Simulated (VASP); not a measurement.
Output of a VASP run:

### OSZICAR
```
       N       E                     dE             d eps       ncg     rms          rms(c)
DAV:   1     0.469141171176E+02    0.46914E+02   -0.88082E+03  3431   0.150E+03
DAV:   2    -0.577825841130E+01   -0.52692E+02   -0.51330E+02  3385   0.713E+02
DAV:   3    -0.815973546896E+01   -0.23815E+01   -0.22777E+01  3564   0.651E+01
DAV:   4    -0.825308537938E+01   -0.93350E-01   -0.88306E-01  3584   0.105E+01
DAV:   5    -0.825648761743E+01   -0.34022E-02   -0.33968E-02  3415   0.233E+00    0.254E+01
DAV:   6    -0.824999676499E+01    0.64909E-02   -0.36867E-02  3332   0.445E+00    0.151E+01
DAV:   7    -0.826247257481E+01   -0.12476E-01   -0.70422E-02  3238   0.588E+00    0.400E-01
DAV:   8    -0.826252817135E+01   -0.55597E-04   -0.47489E-03  3283   0.963E-01    0.123E-01
DAV:   9    -0.826254851489E+01   -0.20344E-04   -0.23018E-04  3409   0.249E-01    0.319E-02
DAV:  10    -0.826254415952E+01    0.43554E-05   -0.26853E-05  3347   0.872E-02    0.401E-02
DAV:  11    -0.826254504198E+01   -0.88246E-06   -0.23299E-06  3322   0.228E-02    0.116E-03
DAV:  12    -0.826254525767E+01   -0.21569E-06   -0.67940E-08  1888   0.697E-03    0.100E-03
DAV:  13    -0.826254524609E+01    0.11579E-07   -0.25180E-08  1803   0.944E-03
   1 F= -.82625452E+01 E0= -.82626452E+01  d E =-.826255E+01
       N       E                     dE             d eps       ncg     rms          rms(c)
DAV:   1    -0.826270062599E+01   -0.15537E-03   -0.52718E-03  3098   0.103E+00    0.567E-02
DAV:   2    -0.826263152373E+01    0.69102E-04   -0.16053E-04  3334   0.194E-01    0.317E-02
DAV:   3    -0.826259535241E+01    0.36171E-04   -0.39704E-05  3762   0.844E-02    0.168E-02
DAV:   4    -0.826259542349E+01   -0.71080E-07   -0.54831E-06  3388   0.220E-02    0.692E-03
DAV:   5    -0.826259542207E+01    0.14184E-08   -0.81135E-08  1639   0.817E-03
   2 F= -.82625954E+01 E0= -.82626807E+01  d E =-.501760E-04
```

**OUTCAR**
```
------------------------ aborting loop because EDIFF is reached ----------------------------------------
  FORCE on cell =-STRESS in cart. coord.  units (eV):
  Direction    XX          YY          ZZ          XY          YZ          ZX
  --------------------------------------------------------------------------------------
  Total        0.5863103      0.5863103      0.5621087      0.0000000      0.0000000      0.0000000
  in kB       15.8215740     15.8215750     15.1684953      0.0000000      0.0000000      0.0000000
  external PRESSURE =      15.6038814 kB  Pullay stress =       0.0000000 kB
  volume of cell :       59.37
      direct lattice vectors                 reciprocal lattice vectors
     1.764298303 -3.055854394  0.000000000     0.283398788 -0.163620361 -0.000000000
     1.764298303  3.055854394  0.000000000     0.283398788  0.163620361  0.000000000
     0.000000000 -0.000000000  5.506222401    -0.000000000  0.000000000  0.181612715
 POSITION                                       TOTAL-FORCE (eV/Angst)
 -----------------------------------------------------------------------------------
      1.76430      1.01862      1.37656         0.000000      0.000000      0.000000
      1.76430     -1.01862      4.12967         0.000000     -0.000000      0.000000
 -----------------------------------------------------------------------------------
    total drift:                                0.000000      0.000071     -0.000011
  FREE ENERGIE OF THE ION-ELECTRON SYSTEM (eV)
  ---------------------------------------------------
  free  energy   TOTEN  =        -8.2625954221 eV

  energy  without entropy=       -8.2628511186  energy(sigma->0) =       -8.26268065

 reached required accuracy - stopping structural energy minimisation
```
(Selected blocks of OUTCAR.)

File POSCAR:
```
Lu
1
    1.7633216228    -3.0541627312     0.0000000000
    1.7633216228     3.0541627312     0.0000000000
    0.0000000000     0.0000000000     5.5123237415
Lu
2
Direct
  0.3333330000   0.6666670000   0.2500000000
  0.6666670000   0.3333330000   0.7500000000
```

Q: Reconstruct the remaining input files.

A: This is not unique; one that fits is the input of the run itself, RPBE GGA, plane waves, VASP's PBE PAW potentials (set 64).

File KPOINTS:
```
Automatic mesh
0
Gamma
12 12 7
0 0 0
```

### INCAR
```
# general
SYSTEM   =  Lu
PREC     =  Accurate
ENCUT    =  520
LREAL    =  .False.
LASPH    =  .True.

# electronic loop
EDIFF    =  1E-7
NELM     =  100
ALGO     =  Normal
LMAXMIX  =  6

# smearing
ISMEAR   =  1
SIGMA    =  0.1

# functional
GGA      =  RP

# ions
IBRION   =  2
NSW      =  30
ISIF     =  4
EDIFFG   =  -0.01

# output
LWAVE    =  .False.
LCHARG   =  .False.
```

POTCAR, in this order: Lu_3 (PBE.64 set). Program: vasp_std.

The compound is Lu in the hcp structure. This cell is one point of a volume scan, at 0.97 of the reference volume. Symmetry was kept, so distortions that lower it aren't found.
